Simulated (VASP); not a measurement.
VASP ran on this input.

**INCAR**
```
SYSTEM = SrCl2
PREC = Accurate
ENCUT = 400
EDIFF = 1E-6
NELM = 100
ALGO = Normal
LREAL = .FALSE.
LASPH = .TRUE.
ISMEAR = 0
SIGMA = 0.05
GGA = PE
LMAXMIX = 4
LWAVE = .FALSE.
LCHARG = .FALSE.
ISIF = 2
IBRION = 0
NSW = 3
TEBEG = 300
```

**POSCAR**
```
SrCl2
1
    0.0000000000     3.4900000000     3.4900000000
    3.4900000000     0.0000000000     3.4900000000
    3.4900000000     3.4900000000     0.0000000000
Sr Cl
1 2
Direct
  0.0000000000   0.0000000000   0.0000000000
  0.2500000000   0.2500000000   0.2500000000
  0.7500000000   0.7500000000   0.7500000000
```

**KPOINTS**
```
Automatic mesh
0
Gamma
4 4 4
0 0 0
```

POTCAR, in this order: Sr_sv Cl (PBE.64 set). Program: vasp_std.

The run wrote:

File standard output:
```
 POSCAR found type information on POSCAR SrCl
 POSCAR found :  2 types and       3 ions
 Reading from existing POTCAR

 -----------------------------------------------------------------------------
|                                                                             |
|     EEEEEEE  RRRRRR   RRRRRR   OOOOOOO  RRRRRR      ###     ###     ###     |
|     E        R     R  R     R  O     O  R     R     ###     ###     ###     |
|     E        R     R  R     R  O     O  R     R     ###     ###     ###     |
|     EEEEE    RRRRRR   RRRRRR   O     O  RRRRRR       #       #       #      |
|     E        R   R    R   R    O     O  R   R                               |
|     E        R    R   R    R   O     O  R    R      ###     ###     ###     |
|     EEEEEEE  R     R  R     R  OOOOOOO  R     R     ###     ###     ###     |
|                                                                             |
|     Fatal error! IBRION=0, but no entry for POTIM on file INCAR. MUST       |
|     be specified!                                                           |
|                                                                             |
|       ---->  I REFUSE TO CONTINUE WITH THIS SICK JOB ... BYE!!! <----       |
|                                                                             |
 -----------------------------------------------------------------------------
```

Q: From input and log, find the fault in this run and mend it.

A: The cause: molecular dynamics (IBRION = 0) was asked for without POTIM. VASP stops with an error: Fatal error! IBRION=0, but no entry for POTIM on file INCAR. MUST be specified! ----> I REFUSE TO CONTINUE WITH THIS SICK JOB ... BYE!!! <---- To mend it, set POTIM to the time step in fs (1 to 2 fs suits most solids). The plain static run on this cell (PBE GGA, plane waves, VASP's PBE PAW potentials (set 64)) converges, and its OSZICAR ends with
```
   1 F= -.12780546E+02 E0= -.12780546E+02  d E =-.522586E-12
```

The compound is SrCl2 in the fluorite structure. The cell was not relaxed at this level.
